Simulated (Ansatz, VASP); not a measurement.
# Ge (Germanium) in two plane-wave programs, part 2 of 2

Wanted: the spread between two codes on one cell, functional and k mesh. The structure shown is the start of the Ansatz relaxation below; VASP solves that cell, so the two are compared at the walk's first step.

VASP 6.6.1 and Ansatz 0.2.0.

So far. Step 3 (VASP: single point, PBEsol, start cell, pair 1): The run ends at a pressure of 1.74 GPa, with forces up to 0.098 eV/Å.

**7. VASP: single point, PBEsol, start cell, pair 2**

Level of this step: PBEsol; plane waves and PAW (Ge_d) (VASP).

The same cell, functional, mesh and smearing now go to VASP, with its own data sets.

INCAR

```
SYSTEM = Ge
PREC = Accurate
ENCUT = 410
EDIFF = 1E-06
NELM = 120
ISMEAR = 1
SIGMA = 0.2
LREAL = .FALSE.
ALGO = Normal
GGA = PS
NBANDS = 20
LORBIT = 11
LWAVE = .FALSE.
LCHARG = .FALSE.
ISIF = 2
LASPH = .TRUE.
GGA_COMPAT = .FALSE.
KPAR = 2
```

POSCAR

```
Ge
1.0
   -0.0437340000      2.7964610000      2.8589960000
    2.7964610000     -0.0437340000      2.8589960000
    2.7527270000      2.7527270000      0.0000000000
Ge
2
Direct
    0.4985452935      0.4985452935      0.5014547065
    0.7514547065      0.7514547065      0.7485454752
```

KPOINTS

```
Automatic mesh
0
Gamma
16 16 16
0 0 0
```

The projector-augmented-wave data sets are Ge_d (PBE family, release 64).

Command:

```console
> mpirun -np 2 vasp_std
```

Numbers of over 12 decimals in the logs are rounded to 6 here.

The log of the run:

```text
[banner, memory and clock lines left out]
running    2 mpi-ranks, on    1 nodes
[...]
[... a notice as in an earlier step ...]

 LDA part: xc-table for (Slater+PW92), standard interpolation
 POSCAR, INCAR and KPOINTS ok, starting setup
[...]
entering main loop
       N       E                     dE             d eps       ncg     rms          rms(c)
DAV:   1     0.169897647606E+03    0.16990E+03   -0.13248E+04 26788   0.340E+03
DAV:   2     0.132569935019E+02   -0.15664E+03   -0.15252E+03 24904   0.533E+02
DAV:   3    -0.932469418809E+01   -0.22582E+02   -0.22439E+02 28084   0.136E+02
DAV:   4    -0.100034924459E+02   -0.67880E+00   -0.67844E+00 27868   0.281E+01
[...]
DAV:  10    -0.985735004013E+01   -0.13414E-04   -0.19303E-05 32372   0.386E-02    0.540E-03
DAV:  11    -0.985735128759E+01   -0.12475E-05   -0.32018E-06 24188   0.197E-02    0.129E-03
DAV:  12    -0.985735115685E+01    0.13074E-06   -0.64826E-07 15996   0.157E-02
   1 F= -.98573512E+01 E0= -.98574145E+01  d E =0.189959E-03
```

OUTCAR, selected parts (step 7):

```text
  Total        0.4980802      0.4980802      0.0255661      0.6160352      0.0000000      0.0000000
  in kB       17.8506889     17.8506889      0.9162634     22.0780790      0.0000000      0.0000000
  external PRESSURE =      12.2058804 kB  Pullay stress =       0.0000000 kB

 POSITION                                       TOTAL-FORCE (eV/Angst)
 -----------------------------------------------------------------------------------
      2.75273      2.75273      2.85068         0.000000      0.000000     -0.094549
      4.12909      4.12909      4.29681        -0.000000     -0.000000      0.094549
 -----------------------------------------------------------------------------------
    total drift:                                0.000000      0.000000      0.000241

  FREE ENERGIE OF THE ION-ELECTRON SYSTEM (eV)
  ---------------------------------------------------
  free  energy   TOTEN  =        -9.8573511569 eV

  energy  without entropy=       -9.8575411163  energy(sigma->0) =       -9.85741448

[... 1 part as in an earlier step ...]

[... 2 further parts left out ...]
[key lines of the parts left out:]
E-fermi :   5.0379
```

The run ends at a pressure of 1.22 GPa, with forces up to 0.095 eV/Å.

**8. Side by side**

Forces (eV/Å; atoms numbered as in POSCAR):

```
atom        Ansatz x, y, z          VASP x, y, z
 Ge1  0.000, 0.000, -0.097  0.000, 0.000, -0.095
 Ge2   0.000, 0.000, 0.097   0.000, 0.000, 0.095
```

The forces differ by 1.4 meV/Å r.m.s., which is 2.5 % of the r.m.s. force of 0.055 eV/Å (both taken over all components).

**9. Other set-ups**

Further runs change the set-up of one program: Ansatz's method, potentials or start, or VASP's data sets, cutoff or form of LDA. The table gives that difference for each run.

| run | r.m.s. force difference (meV/Å) |
| --- | --- |
| as above | 1.4 |
| VASP with a cutoff of 500 eV (perhaps on Ansatz's relaxed cell) | 0.96 |

**10. Ansatz: relaxation, PBEsol**

The two programs are compared at the cell with which this relaxation starts, whose forces are those of its first step. The cell compared in this pair holds 44.98 Å³, against 44.70 Å³ for the pair before.

The structure compared here is the start of the Ansatz relaxation; VASP solves that cell, so the two are compared at the walk's first step.

input.yaml

```yaml
crystal:
  lattice:
    - [-0.0288824229, 2.8099881378, 2.8485214407]
    - [2.8099881378, -0.0288824229, 2.8485214407]
    - [2.781105715, 2.781105715, 0.0]
  atoms:
    - { symbol: Ge, position: [0.4992859609, 0.4992859609, 0.5007140391] }
    - { symbol: Ge, position: [0.7507140391, 0.7507140391, 0.7492859609] }
  conventional_axes: [[0, 0, 1], [1, -1, 0], [1, 1, -1]]
kpoints:
  mp_grid: { grid: [16, 16, 16] }
hamiltonian:
  xc: pbesol
  pseudopotentials: { kind: paw, azcp: { folder: soft_1 }, xc_functional: pbe }
scf:
  occupations: { method: methfessel_paxton, width: 0.2 }
output:
  forces: true
  stress: true
  eigenvalues: true
relax:
  adjacent_minimum: "off"
  f_tol: 0.001
  max_steps: 60
  cell: { stress_tol: 0.01, fix: [a, angles] }
```

Command:

```console
> ansatz run input.yaml --threads 4 --pin off --max-ram 10240MiB --backend cpu --events-out ev --progress --plain --runs-dir out
```

The log of the run:

```text
[...]
Crystal: 2 atoms, lattice volume = 44.979 Å³
Basis set: ecut = 420 eV, 889 PW (Γ), exchange–correlation on 54×54×54 points (8 copies of the dense FFT grid, shifted against one another)
Bands: 18, of which v1, the nominal top of the filled ones, is band 14 counted from 1 (13 counted from 0)
Symmetry: 8 space group operations
[...]
k-points: 621 of 4096
[...]
k-point 620: bands = [... 10 lower, -0.5682, -0.4782, 5.2995, 5.5620, 9.0224, 9.3657, 17.8686, 17.9906]
--- Relaxed structure (3 steps of the walk, 3 accepted, 1 SCFs on fresh bases) ---
[...]
cell:  # Å, volume = 45.1657 Å³
    - [-0.029545, 2.810650, 2.858996]
    - [2.810650, -0.029545, 2.858996]
    - [2.781105715, 2.781105715, 4.88167069305892e-11]
  atoms:
    - { symbol: Ge, position: [0.498545, 0.498545, 0.501455] }
    - { symbol: Ge, position: [0.751455, 0.751455, 0.748545] }
[key lines of the parts left out:]
SCF converged after 7 iterations
Free energy (F): -8507.000143 eV
Fermi energy:    8.480798 eV
P = ⅓ Tr σ = 0.8436 GPa (8.436 kbar)
```

**11. VASP: single point, PBEsol, start cell, pair 3**

The same cell, functional, mesh and smearing now go to VASP, with its own data sets.

INCAR is that of step 7.

POSCAR

```
Ge
1.0
   -0.0288820000      2.8099880000      2.8485210000
    2.8099880000     -0.0288820000      2.8485210000
    2.7811060000      2.7811060000      0.0000000000
Ge
2
Direct
    0.4992861208      0.4992861208      0.5007138792
    0.7507141425      0.7507141425      0.7492858575
```

KPOINTS is that of step 7.

Command:

```console
> mpirun -np 2 vasp_std
```

The log of the run:

```text
[... set-up lines as in an earlier step ...]
 entering main loop
       N       E                     dE             d eps       ncg     rms          rms(c)
DAV:   1     0.170649654701E+03    0.17065E+03   -0.13260E+04 26732   0.340E+03
DAV:   2     0.135322888667E+02   -0.15712E+03   -0.15307E+03 24900   0.535E+02
DAV:   3    -0.931858253051E+01   -0.22851E+02   -0.22704E+02 28056   0.137E+02
DAV:   4    -0.100094002468E+02   -0.69082E+00   -0.69039E+00 27944   0.284E+01
[...]
DAV:  10    -0.986655747975E+01   -0.11743E-04   -0.18385E-05 28944   0.368E-02    0.533E-03
DAV:  11    -0.986655856815E+01   -0.10884E-05   -0.31733E-06 27344   0.216E-02    0.114E-03
DAV:  12    -0.986655836076E+01    0.20739E-06   -0.59826E-07 15972   0.146E-02
   1 F= -.98665584E+01 E0= -.98666163E+01  d E =0.173754E-03
```

From OUTCAR (step 11):

```text
  Total        0.2995254      0.2995254      0.0146138      0.4236744      0.0000000      0.0000000
  in kB       10.6691981     10.6691981      0.5205485     15.0914287      0.0000000      0.0000000
  external PRESSURE =       7.2863149 kB  Pullay stress =       0.0000000 kB

 POSITION                                       TOTAL-FORCE (eV/Angst)
 -----------------------------------------------------------------------------------
      2.78111      2.78111      2.84445        -0.000000     -0.000000     -0.091072
      4.17166      4.17166      4.27685         0.000000      0.000000      0.091072
 -----------------------------------------------------------------------------------
    total drift:                                0.000000      0.000000      0.000000

  FREE ENERGIE OF THE ION-ELECTRON SYSTEM (eV)
  ---------------------------------------------------
  free  energy   TOTEN  =        -9.8665583608 eV

  energy  without entropy=       -9.8667321146  energy(sigma->0) =       -9.86661628

[... 1 part as in an earlier step ...]

[... 2 further parts left out ...]
[key lines of the parts left out:]
E-fermi :   4.9620
```

The run ends at a pressure of 0.73 GPa, with forces up to 0.091 eV/Å.

**12. Side by side**

Forces (eV/Å; atoms numbered as in POSCAR):

```csv
atom,"Ansatz x, y, z","VASP x, y, z"
Ge1,"0.000, 0.000, -0.092","0.000, 0.000, -0.091"
Ge2,"0.000, 0.000, 0.092","0.000, 0.000, 0.091"
```

The forces differ by 0.8 meV/Å r.m.s., which is 1.4 % of the r.m.s. force of 0.053 eV/Å (both taken over all components).

**13. Other set-ups**

Further runs change the set-up of one program: Ansatz's method, potentials or start, or VASP's data sets, cutoff or form of LDA. The table gives that difference for each run.

```
                         run  r.m.s. force difference (meV/Å)
                    as above                             0.76
VASP with a cutoff of 500 eV (perhaps on Ansatz's relaxed cell)                             0.63
```

**14. Summary of results**

```json
{
  "r.m.s. force difference (single point, PBEsol, start cell, pair 1)": "1.8 meV/Å",
  "r.m.s. force difference (single point, PBEsol, start cell, pair 2)": "1.4 meV/Å",
  "r.m.s. force difference (single point, PBEsol, start cell, pair 3)": "0.76 meV/Å"
}
```

What this shows: The r.m.s. force difference is 1.8 meV/Å (single point, PBEsol, start cell, pair 1), within the 12 meV/Å picked in this series as the mark of a large difference. Single point, PBEsol, start cell, pair 2, VASP with a cutoff of 500 eV (perhaps on Ansatz's relaxed cell): r.m.s. force difference goes from 1.4 to 0.96 meV/Å. 6 further runs of this series are not shown here. How closely two codes agree says nothing of how well the functional describes the real material.

[Lines on the potential files, build, host, timing and source positions are cut from VASP's logs without a mark.]

[Logs are printed without paths, hosts, clocks, repeated set-up lines and the standing remarks that a program may print on its own settings, such as how far it seeks lower states.]

[Hosts, paths, dates, database ids (printed as entryN), source tags and the programs' standing remarks are cut or masked in the printed files.]

[Rows of further runs with another cutoff or data set may stand on the cell that Ansatz relaxed, not on the start cell of the pair above them.]
